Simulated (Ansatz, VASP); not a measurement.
Given: the input of a run of VASP 6.6.1 on Be4CuGe.

File INCAR:

```
SYSTEM = Be4CuGe
ALGO = Normal
EDIFF = 1E-7
ENCUT = 520
GGA = PE
ISIF = 2
ISMEAR = -1
LASPH = .True.
LCHARG = .False.
LREAL = .False.
LWAVE = .False.
NBANDS = 26
NELM = 80
PREC = Accurate
SIGMA = 0.05
```

KPOINTS

```
k-points
0
Gamma
  7 7 7
  0 0 0
```

POSCAR

```
Be4CuGe
1.0
    0.0000000000      3.1230460000      3.1230460000
    3.1230460000      0.0000000000      3.1230460000
    3.1230460000      3.1230460000      0.0000000000
Ge Cu Be
1 1 4
Direct
    0.0044840000     -0.0008890000      0.0075140000
    0.2463630000      0.2530470000      0.2444360000
    0.1252040000      0.6320640000      0.6266750000
    0.6325210000      0.6064430000      0.6161850000
    0.6239300000      0.6118330000      0.1385220000
    0.6185780000      0.1256820000      0.6197170000
```

Potentials or basis: VASP PAW PBE potentials, release 64 (Ge_d, Cu, Be).

Run with:

```console
$ cat potpaw_PBE.64/Ge_d/POTCAR potpaw_PBE.64/Cu/POTCAR potpaw_PBE.64/Be/POTCAR > POTCAR
$ mpirun -np 1 vasp_std > vasp.out
```

Translate it to Ansatz 0.2.0. Potentials there: Ansatz PAW.

As run (the cutoff follows the program's own potentials):

The input input.yaml:

```yaml
crystal:
  lattice:
    - [0.0, 3.123046, 3.123046]
    - [3.123046, 0.0, 3.123046]
    - [3.123046, 3.123046, 0.0]
  atoms:
    - { symbol: Ge, position: [0.004484, -0.000889, 0.007514] }
    - { symbol: Cu, position: [0.246363, 0.253047, 0.244436] }
    - { symbol: Be, position: [0.125204, 0.632064, 0.626675] }
    - { symbol: Be, position: [0.632521, 0.606443, 0.616185] }
    - { symbol: Be, position: [0.62393, 0.611833, 0.138522] }
    - { symbol: Be, position: [0.618578, 0.125682, 0.619717] }
hamiltonian:
  xc: pbe
  pseudopotentials: { kind: paw }
kpoints:
  mp_grid: { grid: [7, 7, 7] }
scf:
  occupations: { method: fermi_dirac, width: 0.05 }
output:
  forces: true
  stress: true
  eigenvalues: true
```

Potentials or basis: Ansatz PAW.

Command:

```sh
$ ansatz run input.yaml --threads 2 --pin off --max-ram 5120MiB --backend cpu --events-out ev --progress --plain --runs-dir out
```

Both were run:

|  | VASP | Ansatz | Ansatz less VASP |
| --- | --- | --- | --- |
| gap on the k mesh at the Fermi level (eV) | none | none | - |
| pressure (GPa) | 1.3 | 1.1 | -0.20 |
| largest component of the traceless stress (GPa) | 0.58 | 0.57 | -0.003 |
| rms of the force components (eV/Å) | 0.249 | 0.247 | -0.0023 |

Atom by atom the forces differ by 0.003 eV/Å (rms over components). A gap of «none» marks a metal or a gap that the smearing closes. The two sets of potentials don't hold the same shells in valence.
